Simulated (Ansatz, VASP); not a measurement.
One calculation of Si3Sn, two programs

```
Si Sn
1.0
     4.19626    0.00000    0.00000
     0.00000    4.19626    0.00000
     0.00000    0.00000    4.19626
Si Sn
3 1
Direct
  0.00000 0.50000 0.50000
  0.50000 0.00000 0.50000
  0.50000 0.50000 0.00000
  0.00000 0.00000 0.00000
```

The cell comes from a database or a generator and needn't be the stable form of this composition.

Alike in both runs: task relaxation of cell and atoms; functional PBE; k mesh 10 × 10 × 10; occupations gaussian, width 0.1 eV; no spin polarisation.

|  | VASP | Ansatz |
| --- | --- | --- |
| version | VASP 6.6.1 | Ansatz 0.2.0 |
| potentials or method | VASP PAW PBE potentials, release 64 (Si, Sn_d) | scalar-relativistic, plane waves, PAW |
| plane-wave cutoff (eV) | 600 | 420 |
| valence electrons in the cell | 26 | 26 |

|  | VASP | Ansatz | Ansatz less VASP |
| --- | --- | --- | --- |
| gap on the k mesh at the Fermi level, each at its own relaxed structure (eV) | none | none | - |
| relaxed volume (Å³/atom) | 18.45 | 18.47 | +0.018 |
| relaxed cell length with the largest relative difference (Å) | 4.195 | 4.196 | +0.0014 |

A gap of «none» marks a metal or a gap that the smearing closes.
